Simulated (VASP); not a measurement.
Method: PBEsol GGA, VASP's PBE PAW potentials (set 64) (plane waves; VASP).

The input files of a VASP run:

KPOINTS:
```
Automatic mesh
0
Gamma
6 6 12
0 0 0
```

POSCAR:
```
Ag3Ir
1
   -0.0994340896     3.9410578083     4.0638704711
    3.9410578083    -0.0994340896     4.0638704711
    1.9208118594     1.9208118594    -0.0000000000
Ir Ag
1 3
Direct
  0.0000000000   0.0000000000   0.0000000000
  1.0000000000   0.5000000000   0.0000000000
  0.5000000000   1.0000000000   1.0000000000
  0.5000000000   0.5000000000   0.0000000000
```

INCAR:
```
ALGO  =  Normal
EDIFF  =  1E-6
EDIFFG  =  -0.02
ENCUT  =  400
GGA  =  PS
IBRION  =  2
ISIF  =  3
ISMEAR  =  1
LASPH  =  .TRUE.
LCHARG  =  .FALSE.
LMAXMIX  =  6
LREAL  =  .FALSE.
LWAVE  =  .FALSE.
NELM  =  100
NSW  =  60
PREC  =  Accurate
SIGMA  =  0.1
SYSTEM  =  Ag3Ir
```

POTCAR, in this order: Ir Ag (PBE.64 set). Program: vasp_std.

Output

OSZICAR:
```
       N       E                     dE             d eps       ncg     rms          rms(c)
DAV:   1     0.272411987720E+03    0.27241E+03   -0.18438E+04  4488   0.136E+03
DAV:   2    -0.114594523078E+02   -0.28387E+03   -0.27601E+03  4621   0.358E+02
DAV:   3    -0.202696181858E+02   -0.88102E+01   -0.85077E+01  5005   0.653E+01
DAV:   4    -0.204131459076E+02   -0.14353E+00   -0.14300E+00  4673   0.815E+00
DAV:   5    -0.204157875141E+02   -0.26416E-02   -0.26407E-02  4957   0.113E+00    0.161E+01
DAV:   6    -0.188262828199E+02    0.15895E+01   -0.66240E+00  4789   0.279E+01    0.105E+01
DAV:   7    -0.187979117654E+02    0.28371E-01   -0.32785E+00  5342   0.177E+01    0.485E+00
DAV:   8    -0.186353357186E+02    0.16258E+00   -0.12533E+00  5818   0.113E+01    0.311E+00
DAV:   9    -0.186211094326E+02    0.14226E-01   -0.49055E-02  4689   0.237E+00    0.651E-01
DAV:  10    -0.186201193856E+02    0.99005E-03   -0.64655E-03  6067   0.944E-01    0.142E-01
DAV:  11    -0.186200965279E+02    0.22858E-04   -0.22318E-04  4553   0.174E-01    0.581E-02
DAV:  12    -0.186200912366E+02    0.52913E-05   -0.52174E-05  5164   0.767E-02    0.126E-02
DAV:  13    -0.186200909999E+02    0.23675E-06   -0.23113E-06  2540   0.204E-02
   1 F= -.18620091E+02 E0= -.18620297E+02  d E =-.186201E+02
       N       E                     dE             d eps       ncg     rms          rms(c)
DAV:   1    -0.186339474503E+02   -0.13856E-01   -0.44106E-01  4446   0.536E+00    0.699E-01
DAV:   2    -0.186229727990E+02    0.10975E-01   -0.32444E-02  4571   0.167E+00    0.300E-01
DAV:   3    -0.186216817728E+02    0.12910E-02   -0.16688E-03  4608   0.389E-01    0.167E-01
DAV:   4    -0.186213670159E+02    0.31476E-03   -0.84189E-04  5101   0.269E-01    0.570E-02
DAV:   5    -0.186213235392E+02    0.43477E-04   -0.29745E-04  5956   0.167E-01    0.340E-02
DAV:   6    -0.186213231337E+02    0.40556E-06   -0.20567E-05  4806   0.448E-02    0.194E-02
DAV:   7    -0.186213240687E+02   -0.93502E-06   -0.16723E-06  2415   0.133E-02
   2 F= -.18621324E+02 E0= -.18621529E+02  d E =-.123307E-02
       N       E                     dE             d eps       ncg     rms          rms(c)
DAV:   1    -0.186213638436E+02   -0.40710E-04   -0.12417E-03  4471   0.286E-01    0.370E-02
DAV:   2    -0.186213327102E+02    0.31133E-04   -0.90038E-05  4581   0.880E-02    0.159E-02
DAV:   3    -0.186213294838E+02    0.32263E-05   -0.46824E-06  4365   0.207E-02    0.889E-03
DAV:   4    -0.186213290697E+02    0.41411E-06   -0.21195E-06  2465   0.142E-02
   3 F= -.18621329E+02 E0= -.18621535E+02  d E =-.123807E-02
       N       E                     dE             d eps       ncg     rms          rms(c)
DAV:   1    -0.186266063198E+02   -0.52768E-02   -0.19986E-01  4426   0.340E+00    0.399E-01
DAV:   2    -0.186230052830E+02    0.36010E-02   -0.83169E-03  4644   0.882E-01    0.187E-01
DAV:   3    -0.186223302849E+02    0.67500E-03   -0.73382E-04  4760   0.230E-01    0.886E-02
DAV:   4    -0.186221800143E+02    0.15027E-03   -0.25703E-04  4823   0.145E-01    0.342E-02
DAV:   5    -0.186221735283E+02    0.64859E-05   -0.55632E-05  5813   0.724E-02    0.222E-02
DAV:   6    -0.186221729021E+02    0.62623E-06   -0.57905E-06  4351   0.265E-02
   4 F= -.18622173E+02 E0= -.18622384E+02  d E =-.843832E-03
       N       E                     dE             d eps       ncg     rms          rms(c)
DAV:   1    -0.186257579703E+02   -0.35844E-02   -0.15019E-01  4430   0.295E+00    0.345E-01
DAV:   2    -0.186230521212E+02    0.27058E-02   -0.62387E-03  4644   0.758E-01    0.161E-01
DAV:   3    -0.186225410593E+02    0.51106E-03   -0.55587E-04  4743   0.198E-01    0.762E-02
DAV:   4    -0.186224277312E+02    0.11333E-03   -0.18693E-04  4771   0.122E-01    0.283E-02
DAV:   5    -0.186224237316E+02    0.39996E-05   -0.36859E-05  5766   0.589E-02    0.190E-02
DAV:   6    -0.186224232091E+02    0.52252E-06   -0.41808E-06  3117   0.229E-02
   5 F= -.18622423E+02 E0= -.18622623E+02  d E =-.109414E-02
       N       E                     dE             d eps       ncg     rms          rms(c)
DAV:   1    -0.186230704454E+02   -0.64671E-03   -0.25376E-02  4430   0.113E+00    0.117E-01
DAV:   2    -0.186227301269E+02    0.34032E-03   -0.39370E-04  4797   0.189E-01    0.606E-02
DAV:   3    -0.186225957859E+02    0.13434E-03   -0.21710E-04  4510   0.119E-01    0.183E-02
DAV:   4    -0.186225935354E+02    0.22506E-05   -0.24188E-05  5045   0.468E-02    0.128E-02
DAV:   5    -0.186225929165E+02    0.61880E-06   -0.49498E-06  3276   0.221E-02
   6 F= -.18622593E+02 E0= -.18622793E+02  d E =-.169707E-03
```

File OUTCAR:
```
------------------------ aborting loop because EDIFF is reached ----------------------------------------
  FORCE on cell =-STRESS in cart. coord.  units (eV):
  Direction    XX          YY          ZZ          XY          YZ          ZX
  --------------------------------------------------------------------------------------
  Total       -0.0261401     -0.0261401      0.0054182      0.0646545     -0.0000000     -0.0000000
  in kB       -0.6643700     -0.6643700      0.1377079      1.6432401     -0.0000000     -0.0000000
  external PRESSURE =      -0.3970107 kB  Pullay stress =       0.0000000 kB
  volume of cell :       63.04
      direct lattice vectors                 reciprocal lattice vectors
    -0.103061679  3.921399284  4.102289932    -0.124240241  0.124240241  0.121883145
     3.921399284 -0.103061679  4.102289932     0.124240241 -0.124240241  0.121883145
     1.909168802  1.909168802 -0.000000000     0.261894076  0.261894076 -0.243766291
 POSITION                                       TOTAL-FORCE (eV/Angst)
 -----------------------------------------------------------------------------------
      1.90917      1.90917     -0.00000        -0.000000      0.000000      0.000000
      3.86987      1.85764      2.05114        -0.000000      0.000000     -0.000000
     -0.05153      1.96070      2.05114        -0.000000      0.000000      0.000000
      1.90917      1.90917      4.10229         0.000000     -0.000000     -0.000000
 -----------------------------------------------------------------------------------
    total drift:                                0.000000     -0.000000      0.000000
  FREE ENERGIE OF THE ION-ELECTRON SYSTEM (eV)
  ---------------------------------------------------
  free  energy   TOTEN  =       -18.6225929165 eV

  energy  without entropy=      -18.6231926739  energy(sigma->0) =      -18.62279284

 reached required accuracy - stopping structural energy minimisation
```
(Selected blocks of OUTCAR.)

File CONTCAR:
```
Ag3Ir
   1.00000000000000
    -0.1030616788890540    3.9213992836925282    4.1022899323659416
     3.9213992836925282   -0.1030616788890540    4.1022899323659416
     1.9091688024519065    1.9091688024519065   -0.0000000000004447
  Ir              Ag
     1     3
Direct
     0.0000000000000000    0.0000000000000000    1.0000000000000000
     0.0000000000000000    0.5000000000000000    1.0000000000000000
     0.5000000000000000    0.0000000000000000    0.0000000000000000
     0.5000000000000000    0.5000000000000000    0.0000000000000000
```

The structure was generated: Ag3Ir was put into an ordered model structure (Cmmm), which need not be its known phase. This run relaxes it. Symmetry was kept, so distortions that lower it aren't found. The start is the result of an earlier pass.
